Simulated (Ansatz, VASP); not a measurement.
# Cross-check of SiC between VASP and Ansatz, part 2 of 3

One calculation is typed for both programs; each brings its own data sets. How far apart do they land? The cell is taken from a series of runs on this material, whose earlier steps may have relaxed, scaled, displaced or heated it; both programs get it as it stands.

VASP 6.6.1 and Ansatz 0.2.0.

So far: The starting structure; Ansatz: zone-centre phonons, PBE.

## Step 3: VASP: zone-centre phonons, PBE

Level of this step: PBE; plane waves and PAW (C, Si) (VASP).

The same cell, functional and mesh now go to VASP, with its own data sets.

Lines of VASP's logs that name or quote its potential files are left out, and so is its time.

INCAR reads:

```
SYSTEM = SiC
PREC = Accurate
ENCUT = 600
EDIFF = 1E-08
NELM = 120
ISMEAR = 0
SIGMA = 0.01
LREAL = .FALSE.
ALGO = Normal
GGA = PE
NBANDS = 24
LORBIT = 11
LWAVE = .FALSE.
LCHARG = .FALSE.
ISIF = 2
IBRION = 8
LEPSILON = .TRUE.
LASPH = .TRUE.
GGA_COMPAT = .FALSE.
EFERMI = MIDGAP
KPAR = 2
```

POSCAR reads:

```
SiC
1.0
    3.0097749466      0.0000000000      0.0000000000
   -1.5048874733      2.6065415634      0.0000000000
    0.0000000000      0.0000000000      9.8484453827
C Si
4 4
Direct
    0.6666666666      0.3333333332      0.7498229784
    0.3333333332      0.6666666666      0.2498229784
    0.9999999999      0.9999999999      0.5004315974
    0.9999999999      0.9999999999      0.0004315974
    0.6666666666      0.3333333332      0.9377920528
    0.3333333332      0.6666666666      0.4377920528
    0.9999999999      0.9999999999      0.6879523713
    0.9999999999      0.9999999999      0.1879523713
```

KPOINTS reads:

```
Automatic mesh
0
Gamma
9 9 4
0 0 0
```

Potentials, in the order of the species: C and Si (PBE family, release 64).

Run with:

```sh
$ mpirun -np 2 vasp_std
```

The program printed:

```text
[banner, memory and clock lines left out]
running    2 mpi-ranks, on    1 nodes
 distrk:  each k-point on    1 cores,    2 groups
 distr:  one band on    1 cores,    1 groups

 POSCAR found type information on POSCAR C Si
 POSCAR found :  2 types and       8 ions
 LDA part: xc-table for (Slater+PW92), standard interpolation
 POSCAR, INCAR and KPOINTS ok, starting setup
 FFT: planning ... GRIDC
 FFT: planning ... GRID_SOFT
 FFT: planning ... GRID
 WAVECAR not read
 entering main loop
       N       E                     dE             d eps       ncg     rms          rms(c)
DAV:   1     0.893763553031E+02    0.89376E+02   -0.16423E+04  1728   0.137E+03
DAV:   2    -0.609320649367E+02   -0.15031E+03   -0.13941E+03  2384   0.215E+02
DAV:   3    -0.679816807788E+02   -0.70496E+01   -0.70022E+01  2288   0.453E+01
DAV:   4    -0.680682630603E+02   -0.86582E-01   -0.86495E-01  2248   0.587E+00
DAV:   5    -0.680698227822E+02   -0.15597E-02   -0.15594E-02  2280   0.748E-01    0.191E+01
DAV:   6    -0.601500285009E+02    0.79198E+01   -0.22098E+01  2176   0.217E+01    0.870E+00
DAV:   7    -0.598807003369E+02    0.26933E+00   -0.24312E+00  2376   0.733E+00    0.359E+00
DAV:   8    -0.598482376366E+02    0.32463E-01   -0.13621E-01  2136   0.186E+00    0.985E-01
DAV:   9    -0.598454981392E+02    0.27395E-02   -0.17263E-02  2256   0.744E-01    0.160E-01
DAV:  10    -0.598459234208E+02   -0.42528E-03   -0.12257E-03  2208   0.189E-01    0.759E-02
DAV:  11    -0.598459886526E+02   -0.65232E-04   -0.13997E-04  2248   0.810E-02    0.154E-02
DAV:  12    -0.598459901519E+02   -0.14993E-05   -0.86090E-06  2208   0.149E-02    0.497E-03
DAV:  13    -0.598459908075E+02   -0.65560E-06   -0.39394E-07  2248   0.382E-03    0.254E-03
DAV:  14    -0.598459909668E+02   -0.15934E-06   -0.18404E-08  1640   0.890E-04    0.119E-03
DAV:  15    -0.598459909586E+02    0.82646E-08   -0.32523E-08  2072   0.973E-04
   1 F= -.59845991E+02 E0= -.59845991E+02  d E =0.000000E+00
 Linear response reoptimize wavefunctions to high precision
DAV:   1    -0.598459909635E+02   -0.48872E-08   -0.17884E-09  1616   0.270E-04
DAV:   2    -0.598459909635E+02   -0.66393E-10   -0.37268E-10  1456   0.125E-04
 Linear response G [H, r] |phi>, progress :
  Direction:   1
       N       E                     dE             d eps       ncg     rms
RMM:   1    -0.149306955961E+03   -0.14931E+03    0.55085E+01  4461   0.753E+01
RMM:   2    -0.103236161447E+03    0.46071E+02   -0.14846E+01  2976   0.218E+01
RMM:   3    -0.103370893811E+03   -0.13473E+00   -0.26834E-01  3131   0.275E+00
RMM:   4    -0.103372706041E+03   -0.18122E-02   -0.96390E-03  3302   0.461E-01
RMM:   5    -0.103372699085E+03    0.69558E-05   -0.82160E-04  3252   0.937E-02
RMM:   6    -0.103372685468E+03    0.13617E-04   -0.15488E-04  3346   0.243E-02
RMM:   7    -0.103372680882E+03    0.45863E-05   -0.71952E-05  3281   0.881E-03
RMM:   8    -0.103372679152E+03    0.17296E-05   -0.67946E-05  3337   0.534E-03
RMM:   9    -0.103372679234E+03   -0.81718E-07   -0.27340E-04  3185   0.447E-03
RMM:  10    -0.103372679742E+03   -0.50821E-06   -0.30369E-04  2749   0.422E-03
RMM:  11    -0.103372679883E+03   -0.14070E-06   -0.12547E-04  2561   0.412E-03
RMM:  12    -0.103372679638E+03    0.24452E-06   -0.80271E-05  2520   0.408E-03
 Linear response G [H, r] |phi>, progress :
  Direction:   2
       N       E                     dE             d eps       ncg     rms
RMM:   1    -0.171466302556E+03   -0.17147E+03   -0.28276E+02  4330   0.717E+01
RMM:   2    -0.130001875768E+03    0.41464E+02   -0.11440E+01  2948   0.197E+01
RMM:   3    -0.130115358147E+03   -0.11348E+00   -0.17244E-01  3080   0.231E+00
RMM:   4    -0.130117324593E+03   -0.19664E-02   -0.29733E-03  3270   0.356E-01
RMM:   5    -0.130117508190E+03   -0.18360E-03   -0.27299E-05  3245   0.638E-02
RMM:   6    -0.130117521582E+03   -0.13393E-04    0.27015E-05  3313   0.153E-02
RMM:   7    -0.130117523322E+03   -0.17399E-05    0.13354E-05  3262   0.604E-03
RMM:   8    -0.130117523261E+03    0.61495E-07   -0.81827E-06  3274   0.434E-03
RMM:   9    -0.130117523511E+03   -0.25048E-06    0.10542E-04  3076   0.402E-03
RMM:  10    -0.130117526270E+03   -0.27586E-05    0.64880E-05  2614   0.397E-03
RMM:  11    -0.130117525183E+03    0.10872E-05   -0.39909E-06  2428   0.391E-03
RMM:  12    -0.130117525070E+03    0.11205E-06   -0.11217E-04  2401   0.391E-03
 Linear response G [H, r] |phi>, progress :
  Direction:   3
       N       E                     dE             d eps       ncg     rms
RMM:   1    -0.179003582714E+03   -0.17900E+03   -0.21334E+02  4438   0.748E+01
RMM:   2    -0.116568921289E+03    0.62435E+02   -0.16584E+01  2940   0.218E+01
RMM:   3    -0.116578797815E+03   -0.98765E-02   -0.37082E-01  3069   0.265E+00
RMM:   4    -0.116569295226E+03    0.95026E-02   -0.13022E-02  3239   0.420E-01
RMM:   5    -0.116568608431E+03    0.68679E-03    0.11637E-03  3233   0.803E-02
RMM:   6    -0.116568686679E+03   -0.78249E-04    0.79715E-04  3307   0.193E-02
[...]
RMM:  12    -0.145087487928E+00   -0.40743E-08   -0.19711E-07  3885   0.764E-05    0.280E-06
RMM:  13    -0.145087472433E+00    0.15495E-07    0.44686E-07  3877   0.705E-05    0.724E-07
RMM:  14    -0.145087467370E+00    0.50635E-08    0.13419E-07  3361   0.679E-05    0.298E-07
[...]
RMM:  13    -0.145366887125E+00   -0.11918E-07    0.64175E-07  3870   0.570E-05    0.103E-06
RMM:  14    -0.145366880963E+00    0.61620E-08    0.60876E-07  3559   0.543E-05    0.309E-07
RMM:  15    -0.145366883618E+00   -0.26551E-08    0.58554E-07  3079   0.537E-05    0.923E-08
 first order change of Fermi-energy   0.31642E+00
 force on displaced ion       3 direction 3 :   0.000   0.000 -31.457
 Born effective charge ion    3 direction 3 :  -0.000   0.000  -2.858
 Linear response progress:
  Degree of freedom:   5/  8
       N       E                     dE             d eps       ncg     rms          rms(c)
RMM:   1    -0.181801023990E-01   -0.18180E-01   -0.35463E-03 19102   0.799E-01
RMM:   2    -0.149174575301E-01    0.32626E-02   -0.11679E-03 12868   0.209E-01    0.137E-01
RMM:   3    -0.148150688600E-01    0.10239E-03    0.17637E-04 13410   0.583E-02    0.791E-02
RMM:   4    -0.149017292475E-01   -0.86660E-04    0.18086E-04 12823   0.591E-02    0.942E-03
RMM:   5    -0.148994804978E-01    0.22487E-05   -0.33704E-05 13706   0.126E-02    0.261E-03
RMM:   6    -0.148962225290E-01    0.32580E-05    0.25543E-06 13950   0.269E-03    0.109E-03
RMM:   7    -0.148946107677E-01    0.16118E-05    0.65105E-07 14294   0.533E-04    0.137E-04
RMM:   8    -0.148943858075E-01    0.22496E-06   -0.24032E-07 14323   0.157E-04    0.348E-05
RMM:   9    -0.148944683377E-01   -0.82530E-07   -0.26766E-08 14461   0.668E-05    0.794E-06
RMM:  10    -0.148944691035E-01   -0.76575E-09   -0.39995E-08 14793   0.361E-05    0.303E-06
 first order change of Fermi-energy  -0.42025E+00
 force on displaced ion       5 direction 1 : -23.126  -0.000   0.000
 Born effective charge ion    5 direction 1 :   2.716  -0.000   0.000
 Linear response progress:
  Degree of freedom:   6/  8
       N       E                     dE             d eps       ncg     rms          rms(c)
RMM:   1    -0.473089093500E-01   -0.47309E-01    0.52279E-02  5709   0.129E+00
RMM:   2    -0.370655175176E-01    0.10243E-01   -0.42584E-03  3414   0.393E-01    0.164E-01
RMM:   3    -0.364165298633E-01    0.64899E-03   -0.11342E-03  3694   0.118E-01    0.936E-02
RMM:   4    -0.361733631281E-01    0.24317E-03   -0.71900E-04  3802   0.892E-02    0.303E-02
RMM:   5    -0.361524402141E-01    0.20923E-04   -0.74223E-05  3756   0.301E-02    0.696E-03
RMM:   6    -0.361661096729E-01   -0.13669E-04   -0.62621E-06  3691   0.948E-03    0.301E-03
RMM:   7    -0.361668111194E-01   -0.70145E-06    0.12883E-05  3722   0.306E-03    0.113E-03
RMM:   8    -0.361703236856E-01   -0.35126E-05    0.33013E-06  3751   0.125E-03    0.306E-04
RMM:   9    -0.361704681418E-01   -0.14446E-06    0.25014E-06  3842   0.268E-04    0.121E-04
RMM:  10    -0.361706694865E-01   -0.20134E-06   -0.15106E-07  3779   0.171E-04    0.242E-05
RMM:  11    -0.361707234707E-01   -0.53984E-07   -0.85855E-08  3858   0.708E-05    0.793E-06
RMM:  12    -0.361707032045E-01    0.20266E-07   -0.82540E-07  3874   0.452E-05    0.386E-06
RMM:  13    -0.361706918751E-01    0.11329E-07   -0.42772E-07  3927   0.396E-05    0.863E-07
RMM:  14    -0.361706999989E-01   -0.81239E-08   -0.45168E-07  3527   0.356E-05    0.333E-07
RMM:  15    -0.361707160942E-01   -0.16095E-07   -0.41205E-07  3108   0.349E-05    0.949E-08
 first order change of Fermi-energy  -0.39350E+00
 force on displaced ion       5 direction 3 :   0.000   0.000 -34.794
 Born effective charge ion    5 direction 3 :  -0.000   0.000   2.672
 Linear response progress:
  Degree of freedom:   7/  8
       N       E                     dE             d eps       ncg     rms          rms(c)
RMM:   1    -0.183575890313E-01   -0.18358E-01   -0.38769E-03 19047   0.805E-01
RMM:   2    -0.150220553112E-01    0.33355E-02   -0.16770E-03 12902   0.212E-01    0.137E-01
RMM:   3    -0.149376822975E-01    0.84373E-04   -0.42653E-04 13479   0.589E-02    0.790E-02
RMM:   4    -0.150257718086E-01   -0.88090E-04   -0.42818E-04 12814   0.591E-02    0.934E-03
RMM:   5    -0.149596591894E-01    0.66113E-04    0.78805E-06 13741   0.126E-02    0.262E-03
RMM:   6    -0.149615036858E-01   -0.18445E-05   -0.62750E-06 13999   0.269E-03    0.108E-03
RMM:   7    -0.149594828467E-01    0.20208E-05   -0.11090E-06 14303   0.516E-04    0.143E-04
RMM:   8    -0.149589951902E-01    0.48766E-06    0.21984E-07 14353   0.159E-04    0.350E-05
RMM:   9    -0.149591291186E-01   -0.13393E-06   -0.35246E-08 14485   0.672E-05    0.745E-06
RMM:  10    -0.149591301895E-01   -0.10709E-08   -0.58089E-08 14849   0.367E-05    0.317E-06
 first order change of Fermi-energy   0.43797E+00
 force on displaced ion       7 direction 1 : -23.392  -0.001   0.000
 Born effective charge ion    7 direction 1 :   2.724  -0.000  -0.000
 Linear response progress:
  Degree of freedom:   8/  8
       N       E                     dE             d eps       ncg     rms          rms(c)
RMM:   1    -0.492758328839E-01   -0.49276E-01    0.33274E-02  5741   0.129E+00
RMM:   2    -0.371075682926E-01    0.12168E-01   -0.53662E-03  3438   0.401E-01    0.165E-01
RMM:   3    -0.362565241642E-01    0.85104E-03   -0.55488E-04  3697   0.121E-01    0.940E-02
RMM:   4    -0.359853985588E-01    0.27113E-03   -0.41524E-05  3796   0.909E-02    0.311E-02
RMM:   5    -0.360274659323E-01   -0.42067E-04   -0.13211E-05  3772   0.315E-02    0.741E-03
RMM:   6    -0.360510995292E-01   -0.23634E-04   -0.26027E-05  3677   0.995E-03    0.317E-03
RMM:   7    -0.360521057286E-01   -0.10062E-05   -0.64218E-06  3733   0.330E-03    0.122E-03
RMM:   8    -0.360547055348E-01   -0.25998E-05   -0.45369E-06  3746   0.128E-03    0.359E-04
RMM:   9    -0.360550559282E-01   -0.35039E-06   -0.72068E-06  3834   0.291E-04    0.126E-04
RMM:  10    -0.360551549058E-01   -0.98978E-07   -0.88306E-06  3796   0.169E-04    0.249E-05
RMM:  11    -0.360552871111E-01   -0.13221E-06   -0.10620E-05  3857   0.720E-05    0.826E-06
RMM:  12    -0.360549542631E-01    0.33285E-06   -0.62644E-06  3885   0.454E-05    0.390E-06
RMM:  13    -0.360547180491E-01    0.23621E-06   -0.33444E-06  3904   0.399E-05    0.849E-07
RMM:  14    -0.360546168224E-01    0.10123E-06   -0.19245E-06  3595   0.357E-05    0.312E-07
RMM:  15    -0.360547124782E-01   -0.95656E-07   -0.30904E-06  3001   0.350E-05    0.104E-07
RMM:  16    -0.360547136229E-01   -0.11448E-08   -0.32678E-06  2867   0.349E-05    0.383E-08
 first order change of Fermi-energy  -0.97344E-01
 force on displaced ion       7 direction 3 :   0.000  -0.000 -34.826
 Born effective charge ion    7 direction 3 :   0.000   0.000   2.976
 Born effective charges drift removed
 Linear response finished
```

(Part 2 of 3 ends here.)

[Lines on the potential files, build, host, timing and source positions are cut from VASP's logs without a mark.]

[Logs are printed without paths, hosts, clocks, repeated set-up lines and the standing remarks that a program may print on its own settings, such as how far it seeks lower states.]

[Hosts, paths, dates, database ids (printed as entryN), source tags and the programs' standing remarks are cut or masked in the printed files.]
